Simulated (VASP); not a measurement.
Computed with PBE GGA, VASP's PBE PAW potentials (set 64) (plane waves; VASP).

The input files of a VASP run:

### POSCAR
```
BaHfO3
1
    4.0999440000     0.0000000000     0.0000000000
    0.0000000000     4.0999440000     0.0000000000
    0.0000000000     0.0000000000     4.0999440000
Ba Hf O
1 1 3
Direct
  0.0000000000   0.0000000000   0.0000000000
  0.5000000000   0.5000000000   0.5000000000
  0.5000000000   0.0000000000   0.5000000000
  0.0000000000   0.5000000000   0.5000000000
  0.5000000000   0.5000000000   0.0000000000
```

INCAR:
```
SYSTEM = BaHfO3
PREC = Accurate; ENCUT = 400; LREAL = F
LASPH = T
EDIFF = 1E-6; NELM = 100; ALGO = Normal
LMAXMIX = 6
ISMEAR = 0; SIGMA = 0.02
GGA = PE
ISIF = 2
LWAVE = F; LCHARG = F
```

KPOINTS:
```
K-points
0
Gamma
6 6 6
0 0 0
```

POTCAR, in this order: Ba_sv Hf_pv O (PBE.64 set). Program: vasp_std.

The resulting files:

OUTCAR:
```
 ion  position               nearest neighbor table
   1  0.000  0.000  0.000-   3 2.90   4 2.90   5 2.90   3 2.90   4 2.90   4 2.90   5 2.90   4 2.90
                             3 2.90   5 2.90   3 2.90   5 2.90   2 3.55   2 3.55   2 3.55   2 3.55
   2  0.500  0.500  0.500-   3 2.05   4 2.05   5 2.05   5 2.05   3 2.05   4 2.05   1 3.55   1 3.55
                             1 3.55   1 3.55   1 3.55   1 3.55   1 3.55   1 3.55
   3  0.500  0.000  0.500-   2 2.05   2 2.05   1 2.90   1 2.90   1 2.90   1 2.90
   4  0.000  0.500  0.500-   2 2.05   2 2.05   1 2.90   1 2.90   1 2.90   1 2.90
   5  0.500  0.500  0.000-   2 2.05   2 2.05   1 2.90   1 2.90   1 2.90   1 2.90
  LATTYP: Found a simple cubic cell.
 ALAT       =     4.0999440000
 Subroutine PRICEL returns:
 Original cell was already a primitive cell.
 Subroutine GETGRP returns: Found 48 space group operations
The static configuration has the point symmetry O_h .
The dynamic configuration has the point symmetry O_h .
 Subroutine INISYM returns: Found 48 space group operations
 Subroutine IBZKPT returns following result:
 Found     20 irreducible k-points:

 Following reciprocal coordinates:
            Coordinates               Weight
  0.000000  0.000000  0.000000      1.000000
  0.166667  0.000000  0.000000      6.000000
  0.333333  0.000000  0.000000      6.000000
  0.500000  0.000000  0.000000      3.000000
...
```

OSZICAR:
```
       N       E                     dE             d eps       ncg     rms          rms(c)
DAV:   1     0.211643673168E+03    0.21164E+03   -0.18784E+04   920   0.132E+03
DAV:   2    -0.398549015682E+02   -0.25150E+03   -0.24556E+03  1194   0.324E+02
DAV:   3    -0.500355238515E+02   -0.10181E+02   -0.10164E+02  1184   0.672E+01
DAV:   4    -0.502063475344E+02   -0.17082E+00   -0.17078E+00  1298   0.795E+00
DAV:   5    -0.502097830174E+02   -0.34355E-02   -0.34353E-02  1264   0.716E-01    0.673E+01
DAV:   6    -0.434953024270E+02    0.67145E+01   -0.38832E+01  1039   0.377E+01    0.573E+01
DAV:   7    -0.434255852688E+02    0.69717E-01   -0.20466E+00  1212   0.966E+00    0.332E+01
DAV:   8    -0.434149098525E+02    0.10675E-01   -0.18438E-01  1154   0.379E+00    0.444E+00
DAV:   9    -0.434054434814E+02    0.94664E-02   -0.64606E-02  1123   0.159E+00    0.169E+00
DAV:  10    -0.434051667870E+02    0.27669E-03   -0.80628E-03  1158   0.608E-01    0.442E-01
DAV:  11    -0.434050943063E+02    0.72481E-04   -0.56661E-04  1158   0.167E-01    0.928E-02
DAV:  12    -0.434051246872E+02   -0.30381E-04   -0.66960E-05  1252   0.581E-02    0.149E-01
DAV:  13    -0.434051274835E+02   -0.27962E-05   -0.59106E-06  1152   0.182E-02    0.605E-03
DAV:  14    -0.434051272741E+02    0.20942E-06   -0.58307E-07   824   0.538E-03
   1 F= -.43405127E+02 E0= -.43405127E+02  d E =-.503679E-32
```

### OUTCAR
```
------------------------ aborting loop because EDIFF is reached ----------------------------------------
  FORCE on cell =-STRESS in cart. coord.  units (eV):
  Direction    XX          YY          ZZ          XY          YZ          ZX
  --------------------------------------------------------------------------------------
  Total        4.0623219      4.0623219      4.0623219      0.0000000      0.0000000      0.0000000
  in kB       94.4389492     94.4389492     94.4389492      0.0000000      0.0000000      0.0000000
  external PRESSURE =      94.4389492 kB  Pullay stress =       0.0000000 kB
  volume of cell :       68.92
      direct lattice vectors                 reciprocal lattice vectors
     4.099944000  0.000000000  0.000000000     0.243905770  0.000000000  0.000000000
     0.000000000  4.099944000  0.000000000     0.000000000  0.243905770  0.000000000
     0.000000000  0.000000000  4.099944000     0.000000000  0.000000000  0.243905770
 POSITION                                       TOTAL-FORCE (eV/Angst)
 -----------------------------------------------------------------------------------
      0.00000      0.00000      0.00000         0.000000      0.000000      0.000000
      2.04997      2.04997      2.04997         0.000000      0.000000      0.000000
      2.04997      0.00000      2.04997         0.000000      0.000000      0.000000
      0.00000      2.04997      2.04997         0.000000      0.000000      0.000000
      2.04997      2.04997      0.00000         0.000000      0.000000      0.000000
 -----------------------------------------------------------------------------------
    total drift:                                0.000000      0.000000      0.000000
  FREE ENERGIE OF THE ION-ELECTRON SYSTEM (eV)
  ---------------------------------------------------
  free  energy   TOTEN  =       -43.4051272741 eV

  energy  without entropy=      -43.4051272741  energy(sigma->0) =      -43.40512727
```
(Selected blocks of OUTCAR.)

File OUTCAR:
```
 val. band max:        2.7693911639   @ k =   0.5000   0.5000   0.5000

 cond. band min:       6.4558499099   @ k =   0.0000   0.0000   0.0000


 Fermi energy:         2.9313880602

 k-point     1 :       0.0000    0.0000    0.0000
  band No.  band energies     occupation
      1     -25.7222      2.00000
      2     -25.7222      2.00000
      3     -25.7222      2.00000
      4     -22.3302      2.00000
      5     -14.0385      2.00000
      6     -13.5106      2.00000
      7     -13.5106      2.00000
      8      -7.4849      2.00000
      9      -7.4849      2.00000
     10      -7.4849      2.00000
     11       1.1901      2.00000
     12       1.1901      2.00000
     13       1.1901      2.00000
     14       1.7108      2.00000
     15       1.7108      2.00000
     16       1.7108      2.00000
     17       2.6078      2.00000
     18       2.6078      2.00000
     19       2.6078      2.00000
     20       6.4558      0.00000
     21       6.4559      0.00000
     22       6.4559      0.00000
     23       7.5322      0.00000

 k-point     2 :       0.1667    0.0000    0.0000
  band No.  band energies     occupation
      1     -25.7678      2.00000
      2     -25.7208      2.00000
      3     -25.7208      2.00000
      4     -22.3044      2.00000
      5     -14.0355      2.00000
      6     -13.5049      2.00000
      7     -13.3557      2.00000
      8      -7.4615      2.00000
      9      -7.4615      2.00000
     10      -7.4143      2.00000
     11       0.6674      2.00000
     12       1.0823      2.00000
     13       1.0823      2.00000
     14       1.4476      2.00000
     15       1.4476      2.00000
     16       1.4852      2.00000
     17       1.9147      2.00000
     18       2.5010      2.00000
     19       2.5010      2.00000
     20       6.5841      0.00000
     21       7.1487      0.00000
     22       7.1487      0.00000
     23       8.0073      0.00000

 k-point     3 :       0.3333    0.0000    0.0000
...
```

At this cut-off the stress carries a Pulay error, which pulls relaxed volumes low. Unless said otherwise, spin-orbit coupling is left out, though it shifts the bands of the heavy elements here.

The structure is a typed BaHfO3 crystal. The cell was not relaxed at this level.
